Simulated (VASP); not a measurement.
Level of theory: PBE GGA, VASP's PBE PAW potentials (set 64) (plane waves; VASP).

Input for VASP

**KPOINTS**
```
K-points
0
Gamma
9 9 9
```

POSCAR:
```
CuZn
1
    3.0090000000     0.0000000000     0.0000000000
    0.0000000000     3.0090000000     0.0000000000
    0.0000000000     0.0000000000     3.0090000000
Zn Cu
1 1
Direct
  0.5000000000   0.5000000000   0.5000000000
  0.0000000000   0.0000000000   0.0000000000
```

**INCAR**
```
ALGO = Normal
EDIFF = 1E-6
ENCUT = 400
GGA = PE
ISIF = 2
ISMEAR = 1
LASPH = .TRUE.
LCHARG = .FALSE.
LMAXMIX = 4
LREAL = .FALSE.
LWAVE = .FALSE.
NELM = 100
PREC = Accurate
SIGMA = 0.1
SYSTEM = CuZn
```

POTCAR, in this order: Zn Cu (PBE.64 set). Program: vasp_std.

### Question
Predict the energy per atom (σ→0), pressure, band gap (on the k-mesh).

### Answer

The energy per atom (σ→0) is -2.494 eV/atom. The band gap (on the k-mesh) is none (metal, semimetal or under 0.01 eV) and the pressure comes out as -4.56 GPa.

**OSZICAR**
```
...
DAV:   7    -0.499156060973E+01    0.96417E+00   -0.38440E+00  1118   0.974E+01    0.202E+00
DAV:   8    -0.499695469963E+01   -0.53941E-02   -0.21857E-01  1437   0.691E+00    0.118E+00
DAV:   9    -0.498770498886E+01    0.92497E-02   -0.26783E-02  1271   0.408E+00    0.550E-02
DAV:  10    -0.498772272612E+01   -0.17737E-04   -0.79317E-04  1611   0.600E-01    0.308E-02
DAV:  11    -0.498771844487E+01    0.42813E-05   -0.61656E-05  1416   0.211E-01    0.133E-02
DAV:  12    -0.498771743050E+01    0.10144E-05   -0.31650E-06  1025   0.486E-02    0.214E-03
DAV:  13    -0.498771742478E+01    0.57194E-08   -0.61270E-07   735   0.183E-02
   1 F= -.49877174E+01 E0= -.49878779E+01  d E =0.481423E-03
```

The compound is CuZn in the CsCl type structure. The cell was not relaxed at this level. The electron count is odd and the run is not spin-polarised, which forces a metal.
